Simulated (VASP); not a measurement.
**What goes wrong when WC (Qusongite) is relaxed with a bad input**

Some relaxations of WC (Qusongite) get a fault in the input on purpose. Which of them show, and how? The starting structure is a measured crystal structure from the Crystallography Open Database. The first relaxation on each setting starts from this cell expanded by 3 % in volume.

Program: VASP 6.6.1. Level of theory: Kohn-Sham DFT with plane waves and PAW; PBEsol. Results are calculated unless marked as measured.

### Step 1. Starting point

The structure is hexagonal, space group P-6m2 (No. 187). Conventional cell: a = 2.907 Å, b = 2.907 Å, c = 2.837 Å, α = 90.00°, β = 90.00°, γ = 120.00°. Nearest to W lie 6 C at 2.20 Å. C has 6 W at 2.20 Å nearest. Farther neighbours are not listed.

### Step 2. Reference relaxation

This run starts from the cell of an earlier relaxation, which isn't shown; the restart sets up the plane waves anew.

Input file INCAR:

```
SYSTEM = WC
PREC = Accurate
ENCUT = 520
EDIFF = 1E-06
NELM = 100
ISMEAR = 0
SIGMA = 0.05
LREAL = .FALSE.
ALGO = Normal
GGA = PS
NBANDS = 11
LASPH = .TRUE.
LORBIT = 11
LWAVE = .FALSE.
LCHARG = .FALSE.
KPAR = 8
IBRION = 2
NSW = 50
ISIF = 3
EDIFFG = -0.006
```

Input file POSCAR:

```
WC
1.0
    2.8971547468      0.0000000000      0.0000000000
   -1.4485773734      2.5090096094      0.0000000000
    0.0000000000      0.0000000000      2.8269834105
W C
1 1
Direct
    0.0000000000      0.0000000000      0.0000000000
    0.6666666667      0.3333333333      0.5000000000
```

Input file KPOINTS:

```
Automatic mesh
0
Gamma
15 15 12
0 0 0
```

PAW data sets: W and C (PBE family, release 64).

Command:

```sh
$ mpirun -np 8 vasp_std
```

The log of the run:

```text
[banner, memory and clock lines left out]
running    8 mpi-ranks, on    1 nodes
 distrk:  each k-point on    1 cores,    8 groups
 distr:  one band on    1 cores,    1 groups

 POSCAR found type information on POSCAR W C
 POSCAR found :  2 types and       2 ions
|                                                                             |
|           W    W    AA    RRRRR   N    N  II  N    N   GGGG   !!!           |
|           W    W   A  A   R    R  NN   N  II  NN   N  G    G  !!!           |
|           W    W  A    A  R    R  N N  N  II  N N  N  G       !!!           |
|           W WW W  AAAAAA  RRRRR   N  N N  II  N  N N  G  GGG   !            |
|           WW  WW  A    A  R   R   N   NN  II  N   NN  G    G                |
|           W    W  A    A  R    R  N    N  II  N    N   GGGG   !!!           |
|                                                                             |
|     For optimal performance we recommend to set                             |
|       NCORE = 2 up to number-of-cores-per-socket                            |
|     NCORE specifies how many cores store one orbital (NPAR=cpu/NCORE).      |
|     This setting can greatly improve the performance of VASP for DFT.       |
|     The default, NCORE=1 might be grossly inefficient on modern             |
|     multi-core architectures or massively parallel machines. Do your        |
|     Unfortunately you need to use the default for GW and RPA                |
|     calculations (for HF NCORE is supported but not extensively tested      |
|     yet).                                                                   |
|                                                                             |

|                                                                             |
|               ----> ADVICE to this user running VASP <----                  |
|                                                                             |
|     You enforced a specific xc type in the INCAR file but a different       |
|     [... a line on the potential file left out ...]
|     I HOPE YOU KNOW WHAT YOU ARE DOING!                                     |
|                                                                             |

 LDA part: xc-table for (Slater+PW92), standard interpolation
 POSCAR, INCAR and KPOINTS ok, starting setup
 FFT: planning ... GRIDC
 FFT: planning ... GRID_SOFT
 FFT: planning ... GRID
 WAVECAR not read
 entering main loop
       N       E                     dE             d eps       ncg     rms          rms(c)
DAV:   1     0.223169288899E+02    0.22317E+02   -0.50436E+03  4158   0.823E+02
DAV:   2    -0.250855398135E+02   -0.47402E+02   -0.45197E+02  4915   0.202E+02
DAV:   3    -0.269444554382E+02   -0.18589E+01   -0.18377E+01  5162   0.332E+01
DAV:   4    -0.269561739195E+02   -0.11718E-01   -0.11715E-01  4590   0.304E+00
DAV:   5    -0.269562207777E+02   -0.46858E-04   -0.46856E-04  5057   0.192E-01    0.352E+01
DAV:   6    -0.241065350326E+02    0.28497E+01   -0.12568E+01  4978   0.217E+01    0.118E+01
DAV:   7    -0.240288490095E+02    0.77686E-01   -0.60635E-01  4263   0.619E+00    0.849E+00
DAV:   8    -0.239881836785E+02    0.40665E-01   -0.10433E-01  4571   0.238E+00    0.204E+00
DAV:   9    -0.239825289248E+02    0.56548E-02   -0.14876E-02  4491   0.779E-01    0.136E-01
DAV:  10    -0.239824611539E+02    0.67771E-04   -0.89091E-04  4827   0.259E-01    0.198E-01
DAV:  11    -0.239824458763E+02    0.15278E-04   -0.80443E-05  4898   0.634E-02    0.764E-03
DAV:  12    -0.239824434938E+02    0.23825E-05   -0.35763E-06  3532   0.128E-02    0.132E-02
DAV:  13    -0.239824435654E+02   -0.71584E-07   -0.35124E-07  2211   0.630E-03
   1 F= -.23982444E+02 E0= -.23982251E+02  d E =-.239824E+02
 curvature:   0.00 expect dE= 0.000E+00 dE for cont linesearch  0.000E+00
 trial: gam= 0.00000 g(F)=  0.206E-49 g(S)=  0.169E-07 ort = 0.000E+00 (trialstep = 0.100E+01)
 search vector abs. value=  0.170E-07
 reached required accuracy - stopping structural energy minimisation
```

Wall time 6.2 s (8 MPI ranks of Intel Xeon Platinum 8259CL at 2.50GHz (Skylake/Cascade Lake), shared host); peak memory 1.4 GiB.

Lines that name or quote the potential files are left out of all logs, and their timing lines are given in words.

OUTCAR, selected parts (step 2):

```text
ion  position               nearest neighbor table
   1  0.000  0.000  0.000-   2 2.19   2 2.19   2 2.19   2 2.19   2 2.19   2 2.19
   2  0.667  0.333  0.500-   1 2.19   1 2.19   1 2.19   1 2.19   1 2.19   1 2.19

  LATTYP: Found a hexagonal cell.
 ALAT       =     2.8971547468
 C/A-ratio  =     0.9757792240

 Subroutine GETGRP returns: Found 12 space group operations
 (whereof 12 operations were pure point group operations)

The static configuration has the point symmetry D_3h.

 Found    189 irreducible k-points:

   k-points           NKPTS =    189   k-points in BZ     NKDIM =    189   number of bands    NBANDS=     11

   dimension x,y,z NGX =    24 NGY =   24 NGZ =   24
   dimension x,y,z NGXF=    48 NGYF=   48 NGZF=   48

   ENCUT  =  520.0 eV  38.22 Ry    6.18 a.u.   5.39  5.39  5.26*2*pi/ulx,y,z

   NELECT =      10.0000    total number of electrons

 k-points in reciprocal lattice and weights: Automatic mesh
   0.00000000  0.00000000  0.00000000       0.000
   0.06666667 -0.00000000  0.00000000       0.002
   0.13333333  0.00000000  0.00000000       0.002
   0.20000000  0.00000000  0.00000000       0.002
   0.26666667  0.00000000  0.00000000       0.002
   0.33333333 -0.00000000  0.00000000       0.002
   0.40000000  0.00000000  0.00000000       0.002
   0.46666667 -0.00000000  0.00000000       0.002
   0.06666667  0.06666667  0.00000000       0.002
[...]
0.33333333  0.26666667  0.50000000       0.004
   0.33333333  0.33333333  0.50000000       0.001

 average (electrostatic) potential at core
       1 -36.9161       2 -46.1842

 E-fermi :   8.2603

 k-point     1 :       0.0000    0.0000    0.0000
  band No.  band energies     occupation
      1      -6.2116      2.00000
      2       3.8970      2.00000
      3       4.9133      2.00000
      4       4.9133      2.00000
      5       8.4503      0.00000
      6      11.5220      0.00000
      7      11.5220      0.00000
      8      14.0258      0.00000
      9      14.0258      0.00000
    ...

 k-point     2 :       0.0667   -0.0000    0.0000
  band No.  band energies     occupation
      1      -6.0978      2.00000
      2       3.9364      2.00000
      3       4.7480      2.00000
      4       5.0254      2.00000
      5       8.0757      2.00000
      6      11.4789      0.00000
      7      11.9355      0.00000
      8      13.7798      0.00000
      9      13.9410      0.00000
     10      15.2674      0.00000
    ...

 k-point     3 :       0.1333    0.0000    0.0000
  band No.  band energies     occupation
      1      -5.7675      2.00000
      2       3.8030      2.00000
      3       4.5798      2.00000
      4       5.3495      2.00000
      5       7.3100      2.00000
      6      11.3595      0.00000
      7      12.7968      0.00000
      8      13.1713      0.00000
      9      13.7190      0.00000
     10      16.1653      0.00000
    ...

  Total        0.0005239      0.0005239      0.0003879      0.0000000     -0.0000000     -0.0000000
  in kB        0.0408453      0.0408453      0.0302454      0.0000000     -0.0000000     -0.0000000
  external PRESSURE =       0.0373120 kB  Pullay stress =       0.0000000 kB

  energy-cutoff  :      520.00
  volume of cell :       20.55
      direct lattice vectors                 reciprocal lattice vectors
     2.897154747  0.000000000  0.000000000     0.345166236  0.199281819  0.000000000
    -1.448577373  2.509009609  0.000000000     0.000000000  0.398563639  0.000000000
     0.000000000  0.000000000  2.826983411     0.000000000  0.000000000  0.353733947

 POSITION                                       TOTAL-FORCE (eV/Angst)
 -----------------------------------------------------------------------------------
      0.00000      0.00000      0.00000         0.000000     -0.000000      0.000000
      1.44858      0.83634      1.41349        -0.000000      0.000000      0.000000
 -----------------------------------------------------------------------------------
    total drift:                               -0.000000      0.000000      0.000000

  FREE ENERGIE OF THE ION-ELECTRON SYSTEM (eV)
  ---------------------------------------------------
  free  energy   TOTEN  =       -23.9824435654 eV

  energy  without entropy=      -23.9820586593  energy(sigma->0) =      -23.98225111

 reached required accuracy - stopping structural energy minimisation

 total charge
# of ion       s       p       d       tot
------------------------------------------
    1        0.629   0.894   4.416   5.939
    2        0.850   1.566   0.000   2.416
--------------------------------------------------
tot          1.479   2.460   4.416   8.355

[... 3 further parts left out ...]
```

CONTCAR:

```
WC
   1.00000000000000
     2.8971547468000001    0.0000000000000000    0.0000000000000000
    -1.4485773734000000    2.5090096094000001    0.0000000000000000
     0.0000000000000000    0.0000000000000000    2.8269834105000000
  W               C
     1     1
Direct
     0.0000000000000000    0.0000000000000000    0.0000000000000000
     0.6666666667000030    0.3333333332999970    0.5000000000000000
```

The PAW data sets were made with PBE, which is usual practice but a small mismatch for other functionals. The data set W keeps the semicore shell frozen, which is cheaper and a little less accurate. The run keeps the 12 symmetry operations of its start, so it cannot find a distortion of lower symmetry.

The reference relaxation ends at 10.275 Å³ an atom. Pressures at 0.985 and 1.015 times this volume, from two more relaxations that aren't shown, give a bulk modulus of 422.5 GPa.

### Step 3. Relaxation with a k mesh far too coarse

A slip made on purpose: a k mesh far too coarse. Against step 2 the input has a 2×2×2 mesh (also changed: NELM, NCORE and KPAR).

INCAR, as its differences from that of step 2:

```diff
@@ -4,3 +4,3 @@
 EDIFF = 1E-06
-NELM = 100
+NELM = 60
 ISMEAR = 0
@@ -15,3 +15,3 @@
 LCHARG = .FALSE.
-KPAR = 8
+NCORE = 8
 IBRION = 2
```

Input file POSCAR:

```
WC
1.0
    2.9352790994      0.0000000000      0.0000000000
   -1.4676395497      2.5420262672      0.0000000000
    0.0000000000      0.0000000000      2.8646869751
W C
1 1
Direct
    0.0000000000      0.0000000000      0.0000000000
    0.6666666667      0.3333333333      0.5000000000
```

Input file KPOINTS:

```
Automatic mesh
0
Gamma
2 2 2
0 0 0
```

Command:

```sh
$ mpirun -np 8 vasp_std
```

The log of the run:

```text
[banner, memory and clock lines left out]
running    8 mpi-ranks, on    1 nodes
[...]
[... a notice as in an earlier step ...]

 [... a notice as in an earlier step ...]

 LDA part: xc-table for (Slater+PW92), standard interpolation
 POSCAR, INCAR and KPOINTS ok, starting setup
[...]
entering main loop
       N       E                     dE             d eps       ncg     rms          rms(c)
DAV:   1     0.215816010315E+02    0.21582E+02   -0.48760E+03    88   0.817E+02
DAV:   2    -0.250165933801E+02   -0.46598E+02   -0.45177E+02   103   0.211E+02
DAV:   3    -0.267881666490E+02   -0.17716E+01   -0.17389E+01   111   0.314E+01
DAV:   4    -0.267987471857E+02   -0.10581E-01   -0.10572E-01    94   0.260E+00
[...]
DAV:  13    -0.230246291323E+02    0.43804E-04   -0.34256E-05    94   0.354E-02    0.194E-02
DAV:  14    -0.230246261619E+02    0.29704E-05   -0.47507E-06    91   0.157E-02    0.362E-03
DAV:  15    -0.230246259570E+02    0.20480E-06   -0.12419E-07    44   0.294E-03
   1 F= -.23024626E+02 E0= -.23021550E+02  d E =-.230246E+02
[... from here on, the cycles between the ionic steps are left out ...]
   2 F= -.22835045E+02 E0= -.22835045E+02  d E =0.189581E+00
   3 F= -.23124725E+02 E0= -.23124721E+02  d E =-.100099E+00
   4 F= -.23125181E+02 E0= -.23125180E+02  d E =-.100555E+00
   5 F= -.23107864E+02 E0= -.23107864E+02  d E =0.173174E-01
   6 F= -.23145073E+02 E0= -.23145073E+02  d E =-.198917E-01
   7 F= -.23145073E+02 E0= -.23145073E+02  d E =-.198923E-01
   8 F= -.23144671E+02 E0= -.23144671E+02  d E =0.401924E-03
   9 F= -.23145278E+02 E0= -.23145278E+02  d E =-.204501E-03
  10 F= -.23145278E+02 E0= -.23145278E+02  d E =-.204697E-03
  11 F= -.23145279E+02 E0= -.23145279E+02  d E =-.802430E-06
 trial-energy change:   -0.000001  1 .order   -0.000001   -0.000010    0.000007
 step:   0.3937(harm=  0.3937)  dis= 0.00000  next Energy=   -23.145281 (dE=-0.289E-05)
 reached required accuracy - stopping structural energy minimisation
```

It took 11 s on 8 MPI ranks; peak memory 0.84 GiB.

OUTCAR, selected parts (step 3):

```text
  Total       -0.0117741     -0.0117741      0.0033414      0.0000000      0.0000000      0.0000000
  in kB       -0.9002974     -0.9002974      0.2555009      0.0000000      0.0000000      0.0000000
  external PRESSURE =      -0.5150313 kB  Pullay stress =       0.0000000 kB

 POSITION                                       TOTAL-FORCE (eV/Angst)
 -----------------------------------------------------------------------------------
      0.00000      0.00000      0.00000         0.000000      0.000000      0.000000
      1.48965      0.86005      1.36291        -0.000000     -0.000000      0.000000
 -----------------------------------------------------------------------------------
    total drift:                               -0.000000      0.000000      0.000000

  FREE ENERGIE OF THE ION-ELECTRON SYSTEM (eV)
  ---------------------------------------------------
  free  energy   TOTEN  =       -23.1452789006 eV

  energy  without entropy=      -23.1452789006  energy(sigma->0) =      -23.14527890

[... 1 part as in an earlier step ...]

[... 3 further parts left out ...]
[key lines of the parts left out:]
E-fermi :   8.7990
```

Logs of long relaxations may skip ionic steps without a mark.

With a k mesh far too coarse the cell ends at 10.477 Å³ an atom, +1.97 % from the reference, a by +2.8 % and c by -3.6 %; the bulk modulus is 404.6 GPa against 422.5 GPa.

### Step 4. Relaxation with the cell held fixed (ISIF = 2)

A slip made on purpose: the cell held fixed (ISIF = 2). Against step 2 the input has ISIF = 2 (also changed: NELM).

INCAR, as its differences from that of step 3:

```diff
@@ -15,6 +15,6 @@
 LCHARG = .FALSE.
-NCORE = 8
+KPAR = 8
 IBRION = 2
 NSW = 50
-ISIF = 3
+ISIF = 2
 EDIFFG = -0.006
```

POSCAR is that of step 3.

Input file KPOINTS:

```
Automatic mesh
0
Gamma
15 15 12
0 0 0
```

Command:

```sh
$ mpirun -np 8 vasp_std
```

The log of the run:

```text
[banner, memory and clock lines left out]
running    8 mpi-ranks, on    1 nodes
[...]
[... a notice as in an earlier step ...]

 [... a notice as in an earlier step ...]

 LDA part: xc-table for (Slater+PW92), standard interpolation
 POSCAR, INCAR and KPOINTS ok, starting setup
[...]
entering main loop
       N       E                     dE             d eps       ncg     rms          rms(c)
DAV:   1     0.202397210221E+02    0.20240E+02   -0.49019E+03  4166   0.813E+02
DAV:   2    -0.250980872921E+02   -0.45338E+02   -0.43007E+02  4824   0.196E+02
DAV:   3    -0.269224927202E+02   -0.18244E+01   -0.18055E+01  5215   0.326E+01
DAV:   4    -0.269343888840E+02   -0.11896E-01   -0.11893E-01  4545   0.306E+00
[...]
DAV:  11    -0.239416806388E+02    0.13898E-04   -0.63066E-05  4842   0.556E-02    0.123E-02
DAV:  12    -0.239416786028E+02    0.20360E-05   -0.27657E-06  3112   0.111E-02    0.153E-02
DAV:  13    -0.239416786055E+02   -0.26860E-08   -0.58137E-07  2211   0.715E-03
   1 F= -.23941679E+02 E0= -.23941419E+02  d E =-.239417E+02
[...]
reached required accuracy - stopping structural energy minimisation
```

Elapsed: 6.4 s, on 8 MPI ranks; peak memory 1.4 GiB.

OUTCAR, selected parts (step 4):

```text
  Total       -1.9400257     -1.9400257     -2.2821434     -0.0000000     -0.0000000      0.0000000
  in kB     -145.4157539   -145.4157539   -171.0593845     -0.0000000     -0.0000000      0.0000000
  external PRESSURE =    -153.9636307 kB  Pullay stress =       0.0000000 kB

 POSITION                                       TOTAL-FORCE (eV/Angst)
 -----------------------------------------------------------------------------------
      0.00000      0.00000      0.00000         0.000000      0.000000      0.000000
      1.46764      0.84734      1.43234        -0.000000     -0.000000      0.000000
 -----------------------------------------------------------------------------------
    total drift:                               -0.000000      0.000000      0.000000

  FREE ENERGIE OF THE ION-ELECTRON SYSTEM (eV)
  ---------------------------------------------------
  free  energy   TOTEN  =       -23.9416786055 eV

  energy  without entropy=      -23.9411601096  energy(sigma->0) =      -23.94141936

[... 2 parts as in an earlier step ...]

[... 2 further parts left out ...]
[key lines of the parts left out:]
E-fermi :   7.7969
```

With the cell held fixed (ISIF = 2) the cell ends at 10.688 Å³ an atom, +4.02 % from the reference.

[end of part 1 of 2]

[Lines on the potential files, build, host, timing and source positions are cut from VASP's logs without a mark.]

[Logs are printed without paths, hosts, clocks, repeated set-up lines and the standing remarks that a program may print on its own settings, such as how far it seeks lower states.]

[Hosts, paths, dates, database ids (printed as entryN), source tags and the programs' standing remarks are cut or masked in the printed files.]
